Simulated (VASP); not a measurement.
Computed with optB86b-vdW, VASP's PBE PAW potentials (set 64) (plane waves; VASP).

The input files of a VASP run:

**INCAR**
```
SYSTEM = MgS
PREC = Accurate
ENCUT = 520
EDIFF = 1E-7
NELM = 100
ALGO = Normal
LREAL = .FALSE.
LASPH = .TRUE.
ISMEAR = 0
SIGMA = 0.05
GGA = MK
PARAM1 = 0.1234
PARAM2 = 1.0
LUSE_VDW = .TRUE.
AGGAC = 0.0
LWAVE = .FALSE.
LCHARG = .FALSE.
ISIF = 2
```

POSCAR:
```
MgS
1
    0.0000000000     2.5714648142     2.5714648142
    2.5714648142     0.0000000000     2.5714648142
    2.5714648142     2.5714648142     0.0000000000
Mg S
1 1
Direct
  0.0000000000   0.0000000000   0.0000000000
  0.5000000000   0.5000000000   0.5000000000
```

File KPOINTS:
```
kpoints
0
gamma
  9 9 9
0 0 0
```

POTCAR, in this order: Mg S (PBE.64 set). Program: vasp_std.

What VASP printed:

File OSZICAR:
```
       N       E                     dE             d eps       ncg     rms          rms(c)
DAV:   1     0.259178601092E+02    0.25918E+02   -0.37829E+03   568   0.819E+02
DAV:   2    -0.531316485528E+01   -0.31231E+02   -0.30077E+02   736   0.109E+02
DAV:   3    -0.622147858471E+01   -0.90831E+00   -0.90831E+00   744   0.254E+01
DAV:   4    -0.622515050961E+01   -0.36719E-02   -0.36719E-02   856   0.181E+00
DAV:   5    -0.622515343249E+01   -0.29229E-05   -0.29227E-05   760   0.504E-02    0.454E+00
DAV:   6    -0.586985295388E+01    0.35530E+00   -0.94019E-01   584   0.489E+00    0.365E+00
DAV:   7    -0.583585048303E+01    0.34002E-01   -0.23584E-01   736   0.265E+00    0.250E+00
DAV:   8    -0.583779303344E+01   -0.19426E-02   -0.13791E-02   624   0.109E+00    0.101E+00
DAV:   9    -0.583763680560E+01    0.15623E-03   -0.58496E-04   696   0.208E-01    0.262E-01
DAV:  10    -0.583768180222E+01   -0.44997E-04   -0.13740E-04   808   0.830E-02    0.160E-02
DAV:  11    -0.583767904292E+01    0.27593E-05   -0.22327E-05   664   0.252E-02    0.549E-03
DAV:  12    -0.583767917812E+01   -0.13519E-06   -0.49094E-07   688   0.619E-03    0.670E-04
DAV:  13    -0.583767920691E+01   -0.28793E-07   -0.33211E-08   352   0.146E-03
   1 F= -.58376792E+01 E0= -.58376792E+01  d E =-.173897E-15
```

**OUTCAR**
```
------------------------ aborting loop because EDIFF is reached ----------------------------------------
  FORCE on cell =-STRESS in cart. coord.  units (eV):
  Direction    XX          YY          ZZ          XY          YZ          ZX
  --------------------------------------------------------------------------------------
  Total        0.5456867      0.5456867      0.5456867      0.0000000     -0.0000000      0.0000000
  in kB       25.7088229     25.7088229     25.7088229      0.0000000     -0.0000000      0.0000000
  external PRESSURE =      25.7088229 kB  Pullay stress =       0.0000000 kB
  volume of cell :       34.01
      direct lattice vectors                 reciprocal lattice vectors
     0.000000000  2.571464814  2.571464814    -0.194441704  0.194441704  0.194441704
     2.571464814  0.000000000  2.571464814     0.194441704 -0.194441704  0.194441704
     2.571464814  2.571464814  0.000000000     0.194441704  0.194441704 -0.194441704
 POSITION                                       TOTAL-FORCE (eV/Angst)
 -----------------------------------------------------------------------------------
      0.00000      0.00000      0.00000         0.000000     -0.000000      0.000000
      2.57146      2.57146      2.57146        -0.000000      0.000000     -0.000000
 -----------------------------------------------------------------------------------
    total drift:                                0.000000      0.000000      0.000000
  FREE ENERGIE OF THE ION-ELECTRON SYSTEM (eV)
  ---------------------------------------------------
  free  energy   TOTEN  =        -5.8376792069 eV

  energy  without entropy=       -5.8376792069  energy(sigma->0) =       -5.83767921
```
(Selected blocks of OUTCAR.)

The compound is MgS in the rock salt structure. This cell is one point of a volume scan, at 0.97 of the reference volume.
